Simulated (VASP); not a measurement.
**Pt under biaxial strain in the (111) plane**

Wanted: the elastic response of Pt to biaxial strain in the (111) plane, with a fit that predicts a row left out.

Calculated with VASP 6.6.1; r2SCAN; plane waves and PAW (Pt), in the first sound run; inputs show where later runs differ.

### Step 1. Set-up

It takes space group Fm-3m (No. 225, cubic). Conventional cell: a = 3.920 Å, b = 3.920 Å, c = 3.920 Å, α = 90.00°, β = 90.00°, γ = 90.00°. Nearest to Pt lie 12 Pt at 2.77 Å.

As a file:

```cif
data_structure
_symmetry_space_group_name_H-M 'Fm-3m'
_symmetry_Int_Tables_number 225
_cell_length_a 3.9200
_cell_length_b 3.9200
_cell_length_c 3.9200
_cell_angle_alpha 90.000
_cell_angle_beta 90.000
_cell_angle_gamma 90.000
_cell_volume 60.24
loop_
_atom_site_label
_atom_site_type_symbol
_atom_site_symmetry_multiplicity
_atom_site_Wyckoff_symbol
_atom_site_fract_x
_atom_site_fract_y
_atom_site_fract_z
_atom_site_occupancy
Pt1 Pt 4 a 0.00000 0.00000 0.00000 1
```

### Step 2. Relax the crystal, r2SCAN

The series starts from the cell that this level prefers, so that zero strain is near zero stress.

This step took 2 runs in a row; the last is shown.

Level: r2SCAN; plane waves and PAW (Pt).

Contents of INCAR:

```
SYSTEM = Pt
PREC = Accurate
ENCUT = 450
EDIFF = 1E-07
NELM = 120
ISMEAR = 1
SIGMA = 0.15
LREAL = .FALSE.
ALGO = Normal
METAGGA = R2SCAN
LASPH = .TRUE.
NBANDS = 11
LORBIT = 11
LWAVE = .FALSE.
LCHARG = .FALSE.
KPAR = 8
IBRION = 2
NSW = 40
ISIF = 3
EDIFFG = -0.005
POTIM = 0.4
```

Contents of POSCAR:

```
Pt
1.0
    0.0000000000      1.9718277345      1.9718277345
    1.9718277345      0.0000000000      1.9718277345
    1.9718277345      1.9718277345      0.0000000000
Pt
1
Direct
    0.0000000000      0.0000000000      0.0000000000
```

Contents of KPOINTS:

```
Automatic mesh
0
Gamma
26 26 26
0 0 0
```

PAW data sets: Pt (PBE family, release 64).

The run is started by

```bash
$ mpirun -np 8 vasp_std
```

Output:

```text
[banner, memory and clock lines left out]
running    8 mpi-ranks, on    1 nodes
[...]
|                                                                             |
|           W    W    AA    RRRRR   N    N  II  N    N   GGGG   !!!           |
|           W    W   A  A   R    R  NN   N  II  NN   N  G    G  !!!           |
|           W    W  A    A  R    R  N N  N  II  N N  N  G       !!!           |
|           W WW W  AAAAAA  RRRRR   N  N N  II  N  N N  G  GGG   !            |
|           WW  WW  A    A  R   R   N   NN  II  N   NN  G    G                |
|           W    W  A    A  R    R  N    N  II  N    N   GGGG   !!!           |
|                                                                             |
|     For optimal performance we recommend to set                             |
|       NCORE = 2 up to number-of-cores-per-socket                            |
|     NCORE specifies how many cores store one orbital (NPAR=cpu/NCORE).      |
|     This setting can greatly improve the performance of VASP for DFT.       |
[...]
|     You enforced a specific xc type in the INCAR file but a different       |
|     [... a line on the potential file left out ...]
|     I HOPE YOU KNOW WHAT YOU ARE DOING!                                     |
|                                                                             |

 LDA part: xc-table for (None), standard interpolation
 POSCAR, INCAR and KPOINTS ok, starting setup
[...]
entering main loop
       N       E                     dE             d eps       ncg     rms          rms(c)
DAV:   1    -0.120332661578E+02   -0.12033E+02   -0.50137E+03 11634   0.768E+02
DAV:   2    -0.542489888940E+02   -0.42216E+02   -0.40497E+02 12987   0.169E+02
DAV:   3    -0.547882365252E+02   -0.53925E+00   -0.53527E+00 13206   0.181E+01
DAV:   4    -0.547906269676E+02   -0.23904E-02   -0.23902E-02 13054   0.142E+00
[...]
DAV:  11    -0.515003905580E+02   -0.10129E-05   -0.56452E-07 14343   0.694E-03    0.195E-03
DAV:  12    -0.515003906626E+02   -0.10457E-06   -0.73273E-08  9959   0.253E-03    0.886E-04
DAV:  13    -0.515003905850E+02    0.77630E-07   -0.15014E-08  6404   0.103E-03
   1 F= -.51500391E+02 E0= -.51499682E+02  d E =-.515004E+02
[...]
reached required accuracy - stopping structural energy minimisation
```

The job ended after 45 s (8 MPI ranks of AMD EPYC 7R43, shared host; peak memory 1.2 GiB; 5.9 min of CPU time).

Lines that name or quote the potential files are left out of all logs, and their timing lines are given in words.

OUTCAR, selected parts (step 2):

```text
  Total       -0.0039114     -0.0039114     -0.0039114      0.0000000      0.0000000     -0.0000000
  in kB       -0.4086967     -0.4086967     -0.4086967      0.0000000      0.0000000     -0.0000000
  external PRESSURE =      -0.4086967 kB  Pullay stress =       0.0000000 kB

 POSITION                                       TOTAL-FORCE (eV/Angst)
 -----------------------------------------------------------------------------------
      0.00000      0.00000      0.00000         0.000000     -0.000000     -0.000000
 -----------------------------------------------------------------------------------
    total drift:                               -0.000000     -0.000000     -0.000000

  FREE ENERGIE OF THE ION-ELECTRON SYSTEM (eV)
  ---------------------------------------------------
  free  energy   TOTEN  =       -51.5003905850 eV

  energy  without entropy=      -51.4982633549  energy(sigma->0) =      -51.49968151

 reached required accuracy - stopping structural energy minimisation

[... 3 further parts left out ...]
[key lines of the parts left out:]
E-fermi :  10.6882
```

Numbers from this step:

- energy(sigma→0) of the program: -51.4997 eV
- stress, compression positive: -0.04 along [111], -0.04 across it (mean), GPa
- volume: 15.333 Å³
- ionic steps: 1

### Step 3. Strain along the normal, r2SCAN

One member in full: the plane is strained by 2 %, and the strain along the normal is moved by secant steps until the normal stress is under 0.012 GPa or five steps are spent; the atoms relax at each step.

This step took 4 runs, each at a new trial strain with the atoms of the one before; the last is shown.

Level: r2SCAN; plane waves and PAW (Pt).

INCAR, as its differences from that of step 2:

```diff
@@ -15,7 +15,7 @@
 LCHARG = .FALSE.
-KPAR = 8
-IBRION = 2
-NSW = 40
-ISIF = 3
-EDIFFG = -0.005
-POTIM = 0.4
+KPAR = 2
+IBRION = 1
+NSW = 25
+ISIF = 2
+EDIFFG = -0.004
+POTIM = 0.3
```

Contents of POSCAR:

```
Pt
1.0
   -0.0594762790      1.9517880100      1.9517880100
    1.9517880100     -0.0594762790      1.9517880100
    1.9517880100      1.9517880100     -0.0594762790
Pt
1
Direct
    0.0000000000      0.0000000000      0.0000000000
```

KPOINTS is that of step 2.

The run is started by

```bash
$ mpirun -np 2 vasp_std
```

Output:

```text
[banner, memory and clock lines left out]
running    2 mpi-ranks, on    1 nodes
[...]
[... a notice as in an earlier step ...]

 LDA part: xc-table for (None), standard interpolation
 POSCAR, INCAR and KPOINTS ok, starting setup
[...]
entering main loop
       N       E                     dE             d eps       ncg     rms          rms(c)
DAV:   1    -0.120370897015E+02   -0.12037E+02   -0.50104E+03 37664   0.765E+02
DAV:   2    -0.542653061215E+02   -0.42228E+02   -0.40495E+02 41688   0.169E+02
DAV:   3    -0.548060657204E+02   -0.54076E+00   -0.53751E+00 42770   0.181E+01
DAV:   4    -0.548084939734E+02   -0.24283E-02   -0.24280E-02 42179   0.143E+00
[...]
DAV:  10    -0.514912729682E+02   -0.24107E-04   -0.22133E-05 41497   0.434E-02    0.971E-03
DAV:  11    -0.514912739432E+02   -0.97497E-06   -0.52443E-06 42175   0.202E-02    0.197E-03
DAV:  12    -0.514912739281E+02    0.15124E-07   -0.72836E-08 39909   0.214E-03
   1 F= -.51491274E+02 E0= -.51490875E+02  d E =-.514913E+02
 BRION: g(F)=  0.215E-63 g(S)=  0.000E+00
 reached required accuracy - stopping structural energy minimisation
```

The job ended after 7 min (2 MPI ranks; peak memory 0.57 GiB; 14 min of CPU time).

OUTCAR, selected parts (step 3):

```text
  Total       -0.3076390     -0.3076390     -0.3076390      0.1535644      0.1535644      0.1535644
  in kB      -31.6970628    -31.6970628    -31.6970628     15.8222448     15.8222448     15.8222448
  external PRESSURE =     -31.6970628 kB  Pullay stress =       0.0000000 kB

 POSITION                                       TOTAL-FORCE (eV/Angst)
 -----------------------------------------------------------------------------------
      0.00000      0.00000      0.00000         0.000000      0.000000     -0.000000
 -----------------------------------------------------------------------------------
    total drift:                               -0.000000     -0.000000     -0.000000

  FREE ENERGIE OF THE ION-ELECTRON SYSTEM (eV)
  ---------------------------------------------------
  free  energy   TOTEN  =       -51.4912739281 eV

  energy  without entropy=      -51.4900774225  energy(sigma->0) =      -51.49087509

[... 1 part as in an earlier step ...]

[... 3 further parts left out ...]
[key lines of the parts left out:]
E-fermi :  10.4233
```

This run gave:

```
energy(sigma→0) of the program : -51.4909 eV
stress, compression positive   : -0.01 along [111], -4.75 across it (mean), GPa
ionic steps                    : 1
```

### Step 4. The whole series

The other members went through these steps as far as the tables show, with the same cutoff and, step by step, the same mesh; 33 runs are not shown. The session took 8.5 core hours (wall time by ranks) on a shared machine.

```csv
in-plane strain (%),strain along the normal (%),"in-plane stress, tension positive (GPa)","energy above the unstrained row, extrapolated to no smearing (meV/atom)"
-2.000,2.799,-6.444,10.835
-1.500,2.105,-4.476,5.716
-1.000,1.402,?,?
-0.500,0.695,-1.287,0.556
0,-0.012,0.013,0.000
0.500,-0.691,1.226,0.569
1.000,-1.343,2.396,2.203
1.500,-1.952,3.573,4.941
2.000,-2.524,4.752,8.808
```

### Step 5. Stress from the known rows

A least-squares parabola through the 8 rows shown, with e the strain in %: stress = − 0.2099 e² + 2.738 e − 0.005912 (GPa), r.m.s. residual 0.10 GPa.

For the withheld row, e = -1, the fit gives -2.954 GPa.

### Step 6. Prediction against calculation

The calculation gives -2.769 GPa, so the prediction is 0.185 GPa too low, within twice the residual of the fit.

Slopes at zero strain, from cubics through all rows: strain ratio -1.385, stress over strain 251 GPa.

### Step 7. Results

```
error of the predicted stress      : -0.185 GPa
ratio of normal to in-plane strain : -1.385
biaxial modulus                    : 251 GPa
```

As a check, the curvature of the energy gives 235 GPa for the same modulus (energy per volume = M × strain²), 6 % from the slope of the stress; these energies are extrapolated to no smearing, while the stress belongs to the free energy, so part of the difference may come from that. These are static values: temperature and zero-point motion are left out. In a metal the slopes also depend on mesh and smearing, which were held through the series.

[Lines on the potential files, build, host, timing and source positions are cut from VASP's logs without a mark.]

[Logs are printed without paths, hosts, clocks, repeated set-up lines and the standing remarks that a program may print on its own settings, such as how far it seeks lower states.]

[Hosts, paths, dates, database ids (printed as entryN), source tags and the programs' standing remarks are cut or masked in the printed files.]

[In band tables of VASP the shares of atoms and orbitals are scaled to a sum of 1 inside the atoms' spheres.]
